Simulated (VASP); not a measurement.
Consider the following.

```
Sb
1.0
    3.85356    -2.11993    -0.01304
    3.85356     2.11993    -0.01304
    2.69914     0.00000     3.47259
Sb
2
Cartesian
  2.44254   0.00000   0.80896
  7.96372   0.00000   2.63755
```

Calculation: revTPSS meta-GGA, VASP's PBE PAW potentials (set 64) (plane waves; VASP). Numerical set-up: 520 eV cut-off, 10×10×10 Γ-centred mesh, first-order Methfessel-Paxton smearing of 0.10 eV, potentials Sb.

Question: The ions and cell shape at fixed volume are relaxed. Give the cell that the relaxation ends in.

Answer: 
```
Sb
1.0
    3.80073    -2.13725    -0.04107
    3.80073     2.13725    -0.04107
    2.63687     0.00000     3.47303
Sb
2
Direct
  0.23780   0.23780   0.23780
  0.76220   0.76220   0.76220
```
Space group R-3m (166), at a tolerance of 0.03 Å.

Question: How much energy does the relaxation gain?

Answer: The energy (σ→0) changes by -6.3 meV/atom, in 6 ionic steps.

```json
[
 {"step": "1", "E(σ→0) (eV)": "29.2214", "max force (eV/Å)": "0.337", "pressure (GPa)": "4.05", "volume (Å³)": "56.89"},
 {"step": "2", "E(σ→0) (eV)": "29.2125", "max force (eV/Å)": "0.160", "pressure (GPa)": "3.51", "volume (Å³)": "56.89"},
 {"step": "3", "E(σ→0) (eV)": "29.2092", "max force (eV/Å)": "0.049", "pressure (GPa)": "2.90", "volume (Å³)": "56.89"},
 {"step": "4", "E(σ→0) (eV)": "29.2091", "max force (eV/Å)": "0.023", "pressure (GPa)": "2.98", "volume (Å³)": "56.89"},
 {"step": "5", "E(σ→0) (eV)": "29.2088", "max force (eV/Å)": "0.009", "pressure (GPa)": "2.95", "volume (Å³)": "56.89"},
 {"step": "6", "E(σ→0) (eV)": "29.2087", "max force (eV/Å)": "0.003", "pressure (GPa)": "2.91", "volume (Å³)": "56.89"}
]
```

The compound is Sb in the a7 structure. This cell is one point of a volume scan, at 0.94 of the reference volume. Symmetry was kept, so distortions that lower it aren't found.
